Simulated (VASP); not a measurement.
An input for Ansatz (written as the equivalent of a VASP run, and not itself run):

Ansatz 0.2 input:
```yaml
crystal:
  lattice:
    - [2.0480263, 1.1824285, 6.7051979]
    - [-2.0480263, 1.1824285, 6.7051979]
    - [0.0000000, -2.3648571, 6.7051979]
  atoms:
    - { symbol: Zn, position: [0.4990960, 0.4990960, 0.4990960] }
    - { symbol: Cd, position: [0.0017540, 0.0017540, 0.0017540] }
    - { symbol: Se, position: [0.1305622, 0.1305622, 0.1305622] }
    - { symbol: Se, position: [0.6185819, 0.6185819, 0.6185819] }
kpoints:
  mp_grid: { grid: [6, 6, 6] }
hamiltonian:
  xc: lda
  pseudopotentials: { kind: paw }
scf:
  occupations: { method: gaussian, width: 0.05 }
  max_iter: 100
relax:
  max_steps: 60
  f_tol: 0.02
  cell: {}
output: { forces: true, stress: true, eigenvalues: true }
```

Q: Write the VASP files for the same calculation (LDA).

A: One answer among several that fit: 
KPOINTS:
```
Regular mesh
0
Gamma
 6 6 6
0 0 0
```

POSCAR:
```
ZnCdSe2
1
    2.0480262973     1.1824285250     6.7051978657
   -2.0480262973     1.1824285250     6.7051978657
   -0.0000000000    -2.3648570501     6.7051978657
Zn Cd Se
1 1 2
Direct
  0.4990959541   0.4990959541   0.4990959541
  0.0017540095   0.0017540095   0.0017540095
  0.1305621656   0.1305621656   0.1305621656
  0.6185818707   0.6185818707   0.6185818707
```

### INCAR
```
! general
SYSTEM =ZnCdSe2
PREC   =Accurate
ENCUT  =400
LREAL  =.FALSE.
LASPH  =.TRUE.

! electronic loop
EDIFF  =1E-6
NELM   =100
ALGO   =Normal
LMAXMIX=4

! smearing
ISMEAR =0
SIGMA  =0.05

! ions
IBRION =2
NSW    =60
ISIF   =3
EDIFFG =-0.02

! output
LWAVE  =.FALSE.
LCHARG =.FALSE.
```

POTCAR, in this order: Zn Cd Se (LDA.64 set). Program: vasp_std.

What does not carry over: each code has its own PAW files, so the cut-off isn't converted (ENCUT is set for VASP's; basis.ecutwfc is left out, and Ansatz then takes the one that its files recommend); Ansatz stops its SCF on the density residual and VASP on the energy change (EDIFF); Ansatz's lda is the Perdew-Wang form, while the LDA potentials of VASP carry Perdew-Zunger's.

The structure comes from a computed database's ZnCdSe2 entry (R3m); how it stands against other phases isn't given here. This run relaxes it. Symmetry was kept, so distortions that lower it aren't found. The start is the result of an earlier pass.
